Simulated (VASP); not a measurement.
OSZICAR of a VASP run on LiTc (atoms displaced from the space group 123 structure):

**OSZICAR**
```
       N       E                     dE             d eps       ncg     rms          rms(c)
DAV:   1     0.152821364846E+03    0.15282E+03   -0.78053E+03 20232   0.118E+03
DAV:   2    -0.454428623131E+01   -0.15737E+03   -0.15102E+03 21512   0.364E+02
DAV:   3    -0.121839110497E+02   -0.76396E+01   -0.75283E+01 34168   0.680E+01
DAV:   4    -0.123573413154E+02   -0.17343E+00   -0.17323E+00 21744   0.103E+01
DAV:   5    -0.123615759699E+02   -0.42347E-02   -0.42340E-02 27280   0.114E+00    0.133E+01
DAV:   6    -0.112002547330E+02    0.11613E+01   -0.41284E+00 19328   0.209E+01    0.142E+00
DAV:   7    -0.111886797228E+02    0.11575E-01   -0.14158E-01 19992   0.344E+00    0.118E+00
DAV:   8    -0.111819969982E+02    0.66827E-02   -0.87353E-03 25336   0.802E-01    0.398E-01
DAV:   9    -0.111821319010E+02   -0.13490E-03   -0.12521E-03 24584   0.235E-01    0.695E-02
DAV:  10    -0.111820897471E+02    0.42154E-04   -0.71687E-05 21240   0.719E-02    0.328E-02
DAV:  11    -0.111820965866E+02   -0.68395E-05   -0.22195E-05 26728   0.452E-02    0.769E-03
DAV:  12    -0.111820950491E+02    0.15374E-05   -0.18035E-06 21496   0.135E-02    0.206E-03
DAV:  13    -0.111820948750E+02    0.17416E-06   -0.17740E-07 10432   0.478E-03
   1 F= -.11182095E+02 E0= -.11176093E+02  d E =-.120044E-01  mag=    -0.0000    -0.0000    -0.0000
```

### Question
Which electronic solver shows in the log?

### Answer
It is blocked Davidson (ALGO = Normal, or the opening steps of other solvers). The INCAR had ALGO = Normal.

### Question
How was spin treated?

### Answer
With non-collinear spinors: mag has three components.

### Question
Can the final energy be trusted as converged?

### Answer
The run converged. It stopped with EDIFF = 1E-6, NELM = 100 (PBE GGA with spin-orbit coupling, plane waves, VASP's PBE PAW potentials (set 64)).

The structure was generated: LiTc was put into an ordered model structure, which need not be its known phase. The cell was not relaxed at this level, atoms are displaced from their ideal sites. The run is one of a series of settings (GGA_COMPAT = .FALSE., LNONCOLLINEAR = .TRUE., LSORBIT = .TRUE., MAGMOM = 0.0 0.0 0.0 0.0 0.0 0.0, program vasp_ncl against the base run), some of them coarse on purpose.
